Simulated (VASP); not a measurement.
Input:

```xyz
8
Lattice="5.2497 0.0000 0.0000 0.0000 3.4824 0.0000 0.0000 0.0000 5.7954" Properties=species:S:1:pos:R:3 pbc="T T T"
Ni     2.6546     0.8706     4.0186
Ni     2.5951     2.6118     1.7768
Ni     5.2200     2.6118     1.1209
Ni     0.0297     0.8706     4.6744
Ge     3.6276     0.8706     0.5071
Ge     1.6221     2.6118     5.2882
Ge     4.2469     2.6118     3.4048
Ge     1.0028     0.8706     2.3905
```

Calculation: r2SCAN meta-GGA, VASP's PBE PAW potentials (set 64) (plane waves; VASP 6.6.1). Run with 400 eV cut-off, 7×10×6 Γ-centred mesh, tetrahedra with Blöchl corrections, potentials Ni Ge_d.

Task: Give the energies of bands 40 to 53 at the high-symmetry points, in eV from the Fermi level.

Result: 
| band | Γ | X | S | Y | Z | U | R | T |
|---|---|---|---|---|---|---|---|---|
| 40 | -2.04 | -2.44 | -2.59 | -2.25 | -2.46 | -2.48 | -2.36 | -2.36 |
| 41 | -2.00 | -2.25 | -1.98 | -2.08 | -1.97 | -2.01 | -2.03 | -2.12 |
| 42 | -2.00 | -2.25 | -1.98 | -2.08 | -1.97 | -2.01 | -2.03 | -2.12 |
| 43 | -1.93 | -1.84 | -1.98 | -1.89 | -1.90 | -1.99 | -2.03 | -1.88 |
| 44 | -1.89 | -1.84 | -1.98 | -1.89 | -1.90 | -1.99 | -2.03 | -1.88 |
| 45 | -1.81 | -1.73 | -1.48 | -1.82 | -1.32 | -0.93 | -1.72 | -1.82 |
| 46 | -1.24 | -1.73 | -1.48 | -1.82 | -1.32 | -0.93 | -1.72 | -1.82 |
| 47 | -1.19 | 1.01 | -1.48 | -1.34 | -0.23 | 0.85 | -1.72 | -1.63 |
| 48 | -0.83 | 1.01 | -1.48 | -1.34 | -0.23 | 0.85 | -1.72 | -1.63 |
| 49 | 0.82 | 1.39 | 0.25 | -0.56 | 0.91 | 2.54 | 2.50 | 0.39 |
| 50 | 0.99 | 1.39 | 0.25 | -0.56 | 0.91 | 2.54 | 2.50 | 0.39 |
| 51 | 3.85 | 3.36 | 0.25 | 2.15 | 2.83 | 2.63 | 2.50 | 0.80 |
| 52 | 4.14 | 3.36 | 0.25 | 2.15 | 2.83 | 2.63 | 2.50 | 0.80 |
| 53 | 4.67 | 4.64 | 4.59 | 2.36 | 4.62 | 2.86 | 3.52 | 2.17 |

It has no gap at this level: it comes out as a metal or semimetal.

The structure comes from a computed database's NiGe entry (Pnma); how it stands against other phases isn't given here. It was relaxed first. The run is not spin-polarised, so no magnetic state was tried.
